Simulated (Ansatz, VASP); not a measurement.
# Bi (Bismuth) in two plane-wave programs

Aim: how closely do two programs agree when they are given the same cell, functional and k mesh? The cell is taken from a series of runs on this material, whose earlier steps may have relaxed, scaled, displaced or heated it; both programs get it as it stands.

Calculated with Ansatz 0.2.0; plane waves, with VASP 6.6.1 beside it; zone-centre phonons at LDA.

### 1. Set-up

Symmetry: R-3m, No. 166, trigonal system. Conventional cell: a = 4.542 Å, b = 4.542 Å, c = 11.933 Å, α = 90.00°, β = 90.00°, γ = 120.00°. Nearest to Bi lie 3 Bi at 3.08 Å.

Structure file:

```cif
data_structure
_symmetry_space_group_name_H-M 'R-3m:H'
_symmetry_Int_Tables_number 166
_cell_length_a 4.5422
_cell_length_b 4.5422
_cell_length_c 11.9328
_cell_angle_alpha 90.000
_cell_angle_beta 90.000
_cell_angle_gamma 120.000
_cell_volume 213.21
loop_
_atom_site_label
_atom_site_type_symbol
_atom_site_symmetry_multiplicity
_atom_site_Wyckoff_symbol
_atom_site_fract_x
_atom_site_fract_y
_atom_site_fract_z
_atom_site_occupancy
Bi1 Bi 6 c 0.00000 0.00000 0.23402 1
```

### 2. Ansatz: zone-centre phonons, LDA

Ansatz runs on its PAW soft_1 files.

Second derivatives magnify differences that forces hide, and they need a tight electronic threshold.

The input, input.yaml:

```yaml
crystal:
  lattice:
    - [2.2710836626, 1.3112107639, 3.9775930388]
    - [-2.2710836626, 1.3112107639, 3.9775930388]
    - [0.0, -2.6224215279, 3.9775930388]
  atoms:
    - { symbol: Bi, position: [0.2340158487, 0.2340158487, 0.2340158487] }
    - { symbol: Bi, position: [0.7659841513, 0.7659841513, 0.7659841513] }
kpoints:
  mp_grid: { grid: [12, 12, 12] }
hamiltonian:
  xc: lda
  pseudopotentials: { kind: paw, azcp: { folder: soft_1 }, xc_functional: pbe }
scf:
  occupations: { method: methfessel_paxton, width: 0.2 }
output:
  eigenvalues: true
phonons:
  method: dfpt
```

Started as:

```console
ansatz run input.yaml --threads 4 --pin off --max-ram 10240MiB --backend cpu --events-out ev --progress --plain --runs-dir out
```

Numbers of over 12 decimals in the logs are rounded to 6 here.

The log of the run:

```text
Engine: ansatz 0.2.0, aarch64-unknown-linux-gnu
Pseudopotentials: kind: paw
Pseudopotential: Bi, paw, valence charge 15, recommended cutoff 420 eV (normal), soft_1/Bi.paw.azcp
Functional definition: SPW92
  exchange = slater_x
  correlation = pw_c
Crystal: 2 atoms, lattice volume = 71.069 Å³
Basis set: ecut = 420 eV, 1381 PW (Γ), exchange–correlation on 64×64×64 points (8 copies of the dense FFT grid, shifted against one another)
Bands: 19, of which v1, the nominal top of the filled ones, is band 15 counted from 1 (14 counted from 0)
Symmetry: 12 space group operations
k-points: 476 of 1728 (irreducible under 2 space group operations, time reversal used)
Non-local potential: Bi, projectors of the file, l = 0: 2, l = 1: 2, l = 2: 2, l = 3: 1
PAW form: soft (Blöchl's): semilocal exchange-correlation on the pseudo side does not see the compensation charge
PAW frozen core: Bi, regenerated for the run's functional, and the local potential with it (the file was generated under x = pbe(κ = 0.804, μ = 0.219515), c = pbe(β = 0.066725))
PAW one-centre angular grid: Bi, 590 points (default); XC on 64 Gauss nodes
Initial density: superposition of atomic densities (chi_scale 0.1, normalization cell)
Initial wavefunctions: pseudopotential atomic-orbital guess
Functional: x = slater, c = lda
SCF iter   1: F=—  HF=-24175.684614 eV  |F-HF|=—  |Δ(HF+E_count)|=         —  Δρ=1.17e-2  dr2=8.44e-2  ethr=3.10e-3  ⟨swp⟩=5.5  Hψ=43655  notcnv=0
preconditioner: auto → Kerker (q_TF=auto, 2.363 Å⁻¹)  [metal: Δε(μ)=0.070 eV  Ē_g=20.128 eV  σ=0.200 eV  W_gap=0.28  n_scr=14 (ndim 8)  ℏωp=24.1 eV  f_vac=0.000  D(μ)=0.24/eV (n_scr^D=0)]
SCF iter   2: F=—  HF=-24175.667308 eV  |F-HF|=—  |Δ(HF+E_count)|=   1.73e-2  S|Δr|=    0.00e0  Δρ=7.32e-3  dr2=3.61e-2  ethr=2.81e-4  ⟨swp⟩=1.0  Hψ=12852  notcnv=0
SCF iter   3: F=—  HF=-24175.659129 eV  |F-HF|=—  |Δ(HF+E_count)|=   8.18e-3  S|Δr|=    0.00e0  Δρ=1.01e-3  dr2=1.28e-3  ethr=1.20e-4  ⟨swp⟩=2.1  Hψ=16222  notcnv=0
SCF iter   4: F=—  HF=-24175.658926 eV  |F-HF|=—  |Δ(HF+E_count)|=   2.03e-4  S|Δr|=    0.00e0  Δρ=3.50e-4  dr2=1.40e-4  ethr=4.28e-6  ⟨swp⟩=3.0  Hψ=16192  notcnv=0
SCF iter   5: F=—  HF=-24175.658916 eV  |F-HF|=—  |Δ(HF+E_count)|=   1.01e-5  S|Δr|=    0.00e0  Δρ=1.58e-4  dr2=2.40e-5  ethr=4.68e-7  ⟨swp⟩=2.0  Hψ=15802  notcnv=0
SCF iter   6: F=—  HF=-24175.658912 eV  |F-HF|=—  |Δ(HF+E_count)|=   4.16e-6  S|Δr|=    0.00e0  Δρ=2.40e-5  dr2=5.94e-7  ethr=8.00e-8  ⟨swp⟩=2.0  Hψ=16188  notcnv=0
SCF iter   7: F=—  HF=-24175.658907 eV  |F-HF|=—  |Δ(HF+E_count)|=   5.22e-6  S|Δr|=    0.00e0  Δρ=5.72e-6  dr2=4.11e-8  ethr=1.98e-9  ⟨swp⟩=3.0  Hψ=16556  notcnv=0
SCF iter   8: F=—  HF=-24175.658907 eV  |F-HF|=—  |Δ(HF+E_count)|=   3.06e-9  S|Δr|=    0.00e0  Δρ=1.92e-6  dr2=4.52e-9  ethr=1.37e-10  ⟨swp⟩=2.3  Hψ=16245  notcnv=0
SCF iter   9: F=—  HF=-24175.658907 eV  |F-HF|=—  |Δ(HF+E_count)|=  9.42e-10  S|Δr|=    0.00e0  Δρ=3.57e-7  dr2=1.60e-10  ethr=1.51e-11  ⟨swp⟩=3.0  Hψ=16228  notcnv=0
SCF iter  10: F=—  HF=-24175.658907 eV  |F-HF|=—  |Δ(HF+E_count)|=  3.64e-12  S|Δr|=    0.00e0  Δρ=1.25e-7  dr2=2.68e-11  ethr=1.00e-12  ⟨swp⟩=1.0  Hψ=9044  notcnv=0
SCF iter  11: F=-24175.658907 eV  HF=-24175.658907 eV  |F-HF|=3.64e-12  |Δ(HF+E_count)|=  7.28e-12  S|Δr|=    0.00e0  Δρ=5.75e-8  dr2=2.85e-12  ethr=1.00e-12  ⟨swp⟩=5.3  Hψ=35025  notcnv=0
SCF 1 converged in 11 iterations: F = -24175.658907 eV  dr2 = 2.85e-12
  greatest PAW one-centre occupation: 0.988 electrons in one spin orbital (limit 2), on the Bi atom at site 1 (counted from 0), in its partial waves of l = 2
DFPT response loops at Γ: preconditioner auto → Kerker (q_TF=auto, 2.363 Å⁻¹) (partly filled bands, converged f_vac=0.003); β = 1.00, the filter's whole step (`scf.mixing.beta` (0.50) is not read by the response loops under this deck's `scf.mixing.preconditioner`; to damp them name `kerker` or `kerker_dos`, under which they read `scf.mixing.beta`, and type it under 1.00, their step now; both keys bind the ground state too); Broyden in place of MSR1
SCF converged after 11 iterations
Stability not checked: this state was not tested for a lower state beside it, because cold or Methfessel-Paxton smearing, or corrected tetrahedra, fill the levels in a way that the test cannot read (fill_not_monotonic; see scf.lower_state_search)
Free energy (F): -24175.658907 eV
Harris-Foulkes:  -24175.658907 eV  (|F-HF|=3.64e-12)
Internal energy: -24175.660288 eV  (E = F + TS)
E sigma→0 (E₀):  -24175.659252 eV
Entropy (-TS):   0.001382 eV (0.691 meV/atom)
Fermi energy:    9.216916 eV
--- Per-component energies (eV) ---
  E_band       = -229.463292
  E_kinetic    = 509.765986
  E_local      = -2740.868216  (includes V_loc(G=0)·N_el)
  E_nonlocal   = 825.063947
  E_hartree    = 1017.643601
  E_xc         = -301.068098
  E_vxc        = -262.608942  (∫ρ·V_xc dr)
  E_paw        = -20705.117669  (= ΣΔE_a)
  E_vpaw       = -596.103712  (= ΣTr[D̂ρ^β])
  E_aug_tail   = 0.000429  (compensation charges beyond the density's cutoff)
  E_ewald      = -2781.070628
  E_core_change = -0.009642  (= ΣΔE_core)
  E_smearing   = 0.001382  (= −TS)
  E_closure    = -0.000000  (closes the sum)
  Σ components = -24175.658907   (vs F -24175.658907, Δ=0.00e0)
--- Band table (eV; the first three rows and the last of 476) ---
  k-point 0: bands = [... 11 lower, 1.6271, 7.7410, 8.0758, 8.0758, 11.7290, 12.1661, 12.1661, 14.9075]
  k-point 1: bands = [... 11 lower, 1.4822, 7.7773, 8.0639, 8.0691, 11.6302, 11.8337, 12.0093, 14.6020]
  k-point 2: bands = [... 11 lower, 1.0796, 7.8367, 8.0558, 8.0801, 11.0459, 11.4348, 11.6119, 14.3278]
  k-point 475: bands = [... 11 lower, -0.7225, 8.3228, 8.6850, 8.6850, 9.9597, 9.9597, 9.9896, 16.1960]
--- Phonons (Γ-DFPT): 2 representative perturbations + reference, on 476 of 1728 k-points (Σ response iterations 4) ---
  k mesh reduced under 2 symmetry operations, with k and −k counted as one. Each operation leaves every solved perturbation unchanged. A smaller set is not used because it would not reduce the number of displacements times k-points to solve
  ASR residual: 3.273e-4 → 0.000e0 eV/Å²; symmetrization residual: 2.762e-5 eV/Å²
  ASR residual per site (eV/Å²): 3.27e-4 3.27e-4
  Γ frequencies (cm⁻¹): 0.00 0.00 0.00 70.20 70.20 101.26
  non-analytic LO–TO correction: not included (Born effective charges unavailable; polar crystals: no LO–TO splitting at Γ)
```

Reading the cycles: dr2 is the Hartree energy of the density residual (eV), the measure of convergence; HF is the Harris–Foulkes estimate of the energy, which meets the free energy F at convergence.

### 3. VASP: zone-centre phonons, LDA

The same cell, functional (in two slightly different forms), mesh and smearing now go to VASP, with its own data sets.

Lines of VASP's logs that name or quote its potential files are left out, and so is its time.

The input, INCAR:

```
SYSTEM = Bi
PREC = Accurate
ENCUT = 500
EDIFF = 1E-08
NELM = 120
ISMEAR = 1
SIGMA = 0.2
LREAL = .FALSE.
ALGO = Normal
GGA = CA
NBANDS = 21
LORBIT = 11
LWAVE = .FALSE.
LCHARG = .FALSE.
ISIF = 2
IBRION = 8
LASPH = .TRUE.
GGA_COMPAT = .FALSE.
KPAR = 2
```

The input, POSCAR:

```
Bi
1.0
    2.2710836626      1.3112107639      3.9775930388
   -2.2710836626      1.3112107639      3.9775930388
    0.0000000000     -2.6224215279      3.9775930388
Bi
2
Direct
    0.2340158487      0.2340158487      0.2340158487
    0.7659841513      0.7659841513      0.7659841513
```

The input, KPOINTS:

```
Automatic mesh
0
Gamma
12 12 12
0 0 0
```

PAW data sets: Bi_d (LDA family, release 64).

Started as:

```console
mpirun -np 2 vasp_std
```

The log of the run:

```text
[banner, memory and clock lines left out]
running    2 mpi-ranks, on    1 nodes
 distrk:  each k-point on    1 cores,    2 groups
 distr:  one band on    1 cores,    1 groups

 POSCAR found type information on POSCAR Bi
 POSCAR found :  1 types and       2 ions
 LDA part: xc-table for (Slater(with rela. corr.)+CA(PZ))
 , standard interpolation
 POSCAR, INCAR and KPOINTS ok, starting setup
 FFT: planning ... GRIDC
 FFT: planning ... GRID_SOFT
 FFT: planning ... GRID
 WAVECAR not read
 entering main loop
       N       E                     dE             d eps       ncg     rms          rms(c)
DAV:   1     0.299750298600E+03    0.29975E+03   -0.16027E+04  7951   0.166E+03
DAV:   2     0.158678502089E+02   -0.28388E+03   -0.27769E+03  8048   0.434E+02
DAV:   3    -0.825421118479E+01   -0.24122E+02   -0.23811E+02  9445   0.145E+02
DAV:   4    -0.908274821342E+01   -0.82854E+00   -0.82805E+00  9437   0.297E+01
DAV:   5    -0.912161421263E+01   -0.38866E-01   -0.38865E-01 11337   0.576E+00    0.108E+00
DAV:   6    -0.910647518304E+01    0.15139E-01   -0.19499E-02 10355   0.151E+00    0.628E-01
DAV:   7    -0.909954174080E+01    0.69334E-02   -0.13379E-02  9684   0.127E+00    0.103E-01
DAV:   8    -0.909949722140E+01    0.44519E-04   -0.14376E-03  9168   0.467E-01    0.181E-02
DAV:   9    -0.909950401743E+01   -0.67960E-05   -0.64646E-05 12093   0.641E-02    0.882E-03
DAV:  10    -0.909950367962E+01    0.33780E-06   -0.28172E-06  9934   0.114E-02    0.150E-03
DAV:  11    -0.909950372227E+01   -0.42645E-07   -0.24919E-07  9938   0.484E-03    0.682E-04
DAV:  12    -0.909950372954E+01   -0.72710E-08   -0.35006E-08  7844   0.133E-03
   1 F= -.90995037E+01 E0= -.90999752E+01  d E =0.141429E-02
 Linear response reoptimize wavefunctions to high precision
DAV:   1    -0.909950372881E+01    0.73078E-09   -0.42826E-09  6746   0.722E-04
DAV:   2    -0.909950372890E+01   -0.93678E-10   -0.71188E-10  5329   0.290E-04
 Linear response DOF=           2
 Linear response progress:
  Degree of freedom:   1/  2
       N       E                     dE             d eps       ncg     rms          rms(c)
RMM:   1    -0.331200952227E+00   -0.33120E+00    0.21351E-01 48455   0.840E+00
RMM:   2    -0.339897445230E+00   -0.86965E-02   -0.20060E-02 62302   0.117E+00    0.412E-02
RMM:   3    -0.340101209507E+00   -0.20376E-03   -0.17060E-03 67114   0.329E-01    0.236E-02
RMM:   4    -0.339985127251E+00    0.11608E-03   -0.13310E-04 69392   0.101E-01    0.554E-03
RMM:   5    -0.339990696533E+00   -0.55693E-05   -0.17790E-05 64911   0.318E-02    0.236E-03
RMM:   6    -0.339999144395E+00   -0.84479E-05   -0.34288E-06 67932   0.143E-02    0.918E-04
RMM:   7    -0.340001051947E+00   -0.19076E-05    0.32289E-08 67862   0.449E-03    0.354E-04
RMM:   8    -0.339998030320E+00    0.30216E-05   -0.69324E-07 69186   0.160E-03    0.970E-05
RMM:   9    -0.339996924927E+00    0.11054E-05    0.11718E-07 68942   0.693E-04    0.453E-05
RMM:  10    -0.339996557861E+00    0.36707E-06    0.76704E-08 70364   0.339E-04    0.132E-05
RMM:  11    -0.339996661135E+00   -0.10327E-06    0.35033E-08 71002   0.198E-04    0.104E-05
RMM:  12    -0.339996479859E+00    0.18128E-06    0.59845E-08 67954   0.121E-04    0.631E-06
RMM:  13    -0.339996386026E+00    0.93833E-07    0.29917E-08 70912   0.903E-05    0.168E-06
RMM:  14    -0.339996349741E+00    0.36285E-07    0.11294E-08 76541   0.728E-05    0.896E-07
RMM:  15    -0.339996325962E+00    0.23779E-07    0.50605E-09 81363   0.654E-05    0.151E-07
RMM:  16    -0.339996324064E+00    0.18984E-08    0.27105E-10 81718   0.618E-05    0.132E-07
 first order change of Fermi-energy  -0.15880E-04
 force on displaced ion       1 direction 1 :  -1.949  -0.000   0.000
 Linear response progress:
  Degree of freedom:   2/  2
       N       E                     dE             d eps       ncg     rms          rms(c)
RMM:   1    -0.332509370349E+00   -0.33251E+00    0.24785E-01 10549   0.851E+00
RMM:   2    -0.341137163192E+00   -0.86278E-02   -0.19273E-02 13565   0.116E+00    0.383E-02
RMM:   3    -0.341232976558E+00   -0.95813E-04   -0.16056E-03 14646   0.321E-01    0.215E-02
RMM:   4    -0.341041322724E+00    0.19165E-03   -0.13668E-04 14738   0.104E-01    0.585E-03
RMM:   5    -0.341053517130E+00   -0.12194E-04   -0.16720E-05 15259   0.313E-02    0.343E-03
RMM:   6    -0.341064810792E+00   -0.11294E-04   -0.25459E-06 14211   0.136E-02    0.781E-04
RMM:   7    -0.341066832523E+00   -0.20217E-05   -0.36985E-07 14828   0.457E-03    0.556E-04
RMM:   8    -0.341066403039E+00    0.42948E-06   -0.22719E-08 13130   0.171E-03    0.878E-05
RMM:   9    -0.341066070341E+00    0.33270E-06    0.37070E-08 15322   0.790E-04    0.549E-05
RMM:  10    -0.341065957487E+00    0.11285E-06    0.14622E-08 14650   0.298E-04    0.366E-05
RMM:  11    -0.341065971083E+00   -0.13596E-07   -0.91267E-09 14057   0.170E-04    0.730E-06
RMM:  12    -0.341066029169E+00   -0.58086E-07   -0.82633E-09 15735   0.116E-04    0.212E-06
RMM:  13    -0.341066040733E+00   -0.11564E-07   -0.62952E-09 15825   0.829E-05    0.933E-07
RMM:  14    -0.341066034985E+00    0.57479E-08   -0.29222E-09 16330   0.700E-05    0.486E-07
 first order change of Fermi-energy   0.51597E-01
 force on displaced ion       1 direction 3 :   0.000   0.000  -4.016
 Linear response finished
```

From OUTCAR (step 3):

```text
ion  position               nearest neighbor table
   1  0.234  0.234  0.234-   2 3.08   2 3.08   2 3.08   2 3.53   2 3.53   2 3.53
   2  0.766  0.766  0.766-   1 3.08   1 3.08   1 3.08   1 3.53   1 3.53   1 3.53

  LATTYP: Found a trigonal (rhomboedric) cell.
 ALAT       =     4.7642776002
 COS(alpha) =     0.5455332184

 Subroutine GETGRP returns: Found 12 space group operations
 (whereof 12 operations were pure point group operations)

The static configuration has the point symmetry D_3d.

 Found    189 irreducible k-points:

   k-points           NKPTS =    189   k-points in BZ     NKDIM =    189   number of bands    NBANDS=     21

   dimension x,y,z NGX =    36 NGY =   36 NGZ =   36
   dimension x,y,z NGXF=    72 NGYF=   72 NGZF=   72

   ENCUT  =  500.0 eV  36.75 Ry    6.06 a.u.   8.69  8.69  8.69*2*pi/ulx,y,z

   NELECT =      30.0000    total number of electrons

 k-points in reciprocal lattice and weights: Automatic mesh
   0.00000000  0.00000000  0.00000000       0.001
   0.08333333  0.00000000  0.00000000       0.003
   0.16666667  0.00000000  0.00000000       0.003
   0.25000000  0.00000000  0.00000000       0.003
   0.33333333 -0.00000000  0.00000000       0.003
   0.41666667  0.00000000  0.00000000       0.003
   0.50000000  0.00000000  0.00000000       0.002
   0.08333333  0.08333333  0.00000000       0.003
   0.16666667  0.08333333  0.00000000       0.007
[...]
-0.41666667  0.50000000  0.41666667       0.003
   0.50000000  0.50000000  0.50000000       0.001

 average (electrostatic) potential at core
       1-104.8338       2-104.8338

  Total       -0.8562051     -0.8562051     -0.8690987      0.0000000      0.0000000      0.0000000
  in kB      -19.3023937    -19.3023937    -19.5930670      0.0000000      0.0000000      0.0000000
  external PRESSURE =     -19.3992848 kB  Pullay stress =       0.0000000 kB

  energy-cutoff  :      500.00
  volume of cell :       71.07
      direct lattice vectors                 reciprocal lattice vectors
     2.271083663  1.311210764  3.977593039     0.220159217  0.127108983  0.083802775
    -2.271083663  1.311210764  3.977593039    -0.220159217  0.127108983  0.083802775
     0.000000000 -2.622421528  3.977593039     0.000000000 -0.254217966  0.083802775

 POSITION                                       TOTAL-FORCE (eV/Angst)
 -----------------------------------------------------------------------------------
      0.00000     -0.00000      2.79246         0.000000     -0.000000      0.019251
      0.00000     -0.00000      9.14032         0.000000      0.000000     -0.019251
 -----------------------------------------------------------------------------------
    total drift:                                0.000000      0.000000      0.000000

 Eigenvectors and eigenvalues of the dynamical matrix
 ----------------------------------------------------

   1 f  =    3.064985 THz    19.257869 2PiTHz  102.236895 cm-1    12.675754 meV
             X         Y         Z           dx          dy          dz
      0.000000 -0.000000  2.792459     0.000000   -0.000000    0.707107
      0.000000 -0.000000  9.140320    -0.000000    0.000000   -0.707107

   2 f  =    2.134884 THz    13.413871 2PiTHz   71.212063 cm-1     8.829167 meV
             X         Y         Z           dx          dy          dz
      0.000000 -0.000000  2.792459     0.707107    0.000003    0.000000
      0.000000 -0.000000  9.140320    -0.707107   -0.000003   -0.000000

   3 f  =    2.134884 THz    13.413871 2PiTHz   71.212063 cm-1     8.829167 meV
             X         Y         Z           dx          dy          dz
      0.000000 -0.000000  2.792459     0.000003   -0.707107   -0.000000
      0.000000 -0.000000  9.140320    -0.000003    0.707107    0.000000

   4 f/i=    0.000000 THz     0.000000 2PiTHz    0.000000 cm-1     0.000000 meV
             X         Y         Z           dx          dy          dz
      0.000000 -0.000000  2.792459     0.689114    0.153786   -0.038355
      0.000000 -0.000000  9.140320     0.689114    0.153786   -0.038355

   5 f/i=    0.000000 THz     0.000000 2PiTHz    0.000001 cm-1     0.000000 meV
             X         Y         Z           dx          dy          dz
      0.000000 -0.000000  2.792459    -0.157077    0.639795   -0.256884
      0.000000 -0.000000  9.140320    -0.157077    0.639795   -0.256884

   6 f/i=    0.000000 THz     0.000000 2PiTHz    0.000001 cm-1     0.000000 meV
             X         Y         Z           dx          dy          dz
      0.000000 -0.000000  2.792459     0.021165   -0.258868   -0.657677
      0.000000 -0.000000  9.140320     0.021165   -0.258868   -0.657677

 ELASTIC MODULI CONTR FROM IONIC RELAXATION (kBar)
 Direction    XX          YY          ZZ          XY          YZ          ZX
 --------------------------------------------------------------------------------
 XX        -160.8736     20.8725   -124.9157     -0.0000    188.3962      0.0000
 YY          20.8725   -160.8736   -124.9157      0.0000   -188.3962     -0.0000
 ZZ        -124.9157   -124.9157   -222.9115     -0.0000      0.0000      0.0000
 XY          -0.0000      0.0000     -0.0000    -90.8731      0.0000    186.1509
 YZ         188.3962   -188.3962      0.0000      0.0000   -390.5792     -0.0000
 ZX           0.0000     -0.0000      0.0000    186.1509     -0.0000   -381.3247
 --------------------------------------------------------------------------------
```

### 4. Side by side

Known differences besides the potentials themselves: the two LDA forms differ slightly; the cutoff is 420 eV in Ansatz and 500 eV in VASP; VASP's log shows a relativistic correction to its local exchange, Ansatz's none. Total energies have different zeros and are not compared.

Both answers:

| quantity | Ansatz | VASP | difference |
| --- | --- | --- | --- |
| optical mode 1 to 2 (cm⁻¹) | 70.2 | 71.2 | -1.42 % |
| optical mode 3 (cm⁻¹) | 101.3 | 102.2 | -0.96 % |

Modes are paired by rising frequency, not by their patterns, so a pair may set unlike modes beside each other; they are those without the splitting of longitudinal modes.

### 5. Summary of results

```
r.m.s. difference of the optical zone-centre modes, each program's sorted by frequency (zone-centre phonons, LDA) : 1.0 cm⁻¹
difference in optical mode 1 to 2 (zone-centre phonons, LDA)                                                      : -1.4 %
```

What this shows: The r.m.s. difference of the optical zone-centre modes, each program's sorted by frequency is 1.0 cm⁻¹ (zone-centre phonons, LDA). Among the rows given in per cent, the largest difference of the zone-centre phonons, LDA pair is in optical mode 1 to 2, -1.4 %. How closely two codes agree says nothing of how well the functional describes the real material.

[Lines on the potential files, build, host, timing and source positions are cut from VASP's logs without a mark.]

[Logs are printed without paths, hosts, clocks, repeated set-up lines and the standing remarks that a program may print on its own settings, such as how far it seeks lower states.]

[Hosts, paths, dates, database ids (printed as entryN), source tags and the programs' standing remarks are cut or masked in the printed files.]
